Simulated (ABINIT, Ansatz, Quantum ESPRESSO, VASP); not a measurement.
**One structure in several programs: LaPb3 (Pm-3m, 4 atoms in the cell)**

Self-consistent single point.

```xyz
4
Lattice="4.9295 0.0000 0.0000 0.0000 4.9295 0.0000 0.0000 0.0000 4.9295" Properties=species:S:1:pos:R:3 pbc="T T T"
La     0.0000     0.0000     0.0000
Pb     0.0000     2.4648     2.4648
Pb     2.4648     0.0000     2.4648
Pb     2.4648     2.4648     0.0000
```

All programs got the same cell, k-point mesh and kind of occupations (in Ansatz's words: kpoints.mp_grid.grid = 7 7 7; scf.occupations.method = gaussian; scf.occupations.width = 0.136 eV); potentials, basis and cutoffs are each program's usual ones.

| code | model | pressure (GPa) | cutoff |
|---|---|---|---|
| Quantum ESPRESSO | LDA (PZ), GBRV 1.5 ultrasoft (LDA) pseudopotentials | -3.28 | 40 Ry |
| ABINIT | LDA (PW92), PAW (JTH v2.0 LDA PAW) | -3.45 | 26 Ha |
| VASP | LDA (PZ), VASP's LDA PAW potentials (set 64) | -3.67 | 300 eV |
| Ansatz | LDA (PW92), PAW files made with PBE | -3.21 | default |

The spread over the programs that give each value: pressure within 0.46 GPa.

The starting cell comes from a database of computed structures (which also holds hypothetical and non-ambient phases and stackings), without a prior relaxation at this level. Its lattice was rescaled by a random factor within 2.5 % of one. On Ansatz's run: Spin-orbit coupling is off. In the base run, with a pressure of about -3 GPa the cell is away from its equilibrium volume at this level.

### Question
Why do the programs differ, and what cannot be compared?

### Answer
Differences of this kind can come from the potentials, where these differ, and from what each basis and cutoff leave unconverged. The zero of total energies and Fermi levels follows the potentials and each program's conventions, so they are not compared here. Ansatz's pressure is given at a fixed set of plane waves, as the other plane-wave codes print theirs. The same LDA comes in different parametrisations, which differ slightly.

VASP's run is marked for a possible Pulay error in its stress at this cutoff; no cutoff test was made.

Left out of this page: GPAW, CP2K, Elk and FLEUR (not drawn, or without a comparable value).

Ansatz is a first-principles code.

Keys are those of Ansatz 0.2.
